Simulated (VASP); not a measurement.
Here is the system:

```
AlCo
1.0
    2.90690     0.00000     0.00000
    0.00000     2.90690     0.00000
    0.00000     0.00000     2.90690
Al Co
1 1
Direct
  0.50000   0.50000   0.50000
  0.00000   0.00000   0.00000
```

Method: PBE GGA, VASP's PBE PAW potentials (set 64) (plane waves; VASP 6.6.1). Run with 300 eV cut-off, 15×15×15 Γ-centred mesh, Fermi-Dirac smearing of 0.050 eV, potentials Al Co.

Q: Give the energies of bands 1 to 9 at the high-symmetry points, in eV from the Fermi level.

A: 
```tsv
band	Γ	X	M	R
1	-10.67	-6.59	-4.99	-3.66
2	-2.69	-6.32	-2.82	-3.66
3	-2.69	-2.16	-2.55	-3.66
4	-0.77	-1.57	-2.55	-0.18
5	-0.77	-1.57	-1.37	-0.18
6	-0.77	-0.66	-1.37	2.39
7	5.68	0.15	-0.21	2.39
8	5.68	8.35	2.26	2.39
9	5.68	10.29	3.12	3.58
```

It has no gap at this level: it comes out as a metal or semimetal.

The structure is a typed CoAl crystal. The cell was not relaxed at this level. The run is not spin-polarised, so no magnetic state was tried.
